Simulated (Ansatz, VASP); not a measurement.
## MgBe2SeS2: VASP beside Ansatz

```
Mg Be Se S
1.0
     4.62306    0.00000    0.00000
    -2.31153    4.00368    0.00000
     0.00000    0.00000    5.22672
Mg Be Se S
1 2 1 2
Direct
  0.00000 0.00000 0.50000
  0.66667 0.33333 0.50000
  0.00000 0.00000 0.00000
  0.33333 0.66667 0.00000
  0.33333 0.66667 0.50000
  0.66667 0.33333 0.00000
```

Alike in both runs: functional PBE; k mesh 12 × 12 × 8; occupations gaussian, width 0.1 eV; no spin polarisation.

Ansatz relaxed the structure, and its values are those at the end. VASP's run is a single point on that final structure, the one shown.

```csv
,VASP,Ansatz
version,VASP 6.6.1,Ansatz 0.2.0
potentials or method,"VASP PAW PBE potentials, release 64 (Mg, Be, Se, S)","scalar-relativistic, plane waves, PAW"
plane-wave cutoff (eV),520,420
valence electrons in the cell,24,42
```

|  | VASP | Ansatz | Ansatz less VASP |
| --- | --- | --- | --- |
| gap on the k mesh at the Fermi level (eV) | none | none | - |
| pressure (GPa) | 0.0 | 0.0 | +0.04 |

A gap of «none» marks a metal or a gap that the smearing closes. With one functional, cell and mesh, what is left measures potentials, basis and numerics. The two sets of potentials don't hold the same shells in valence.
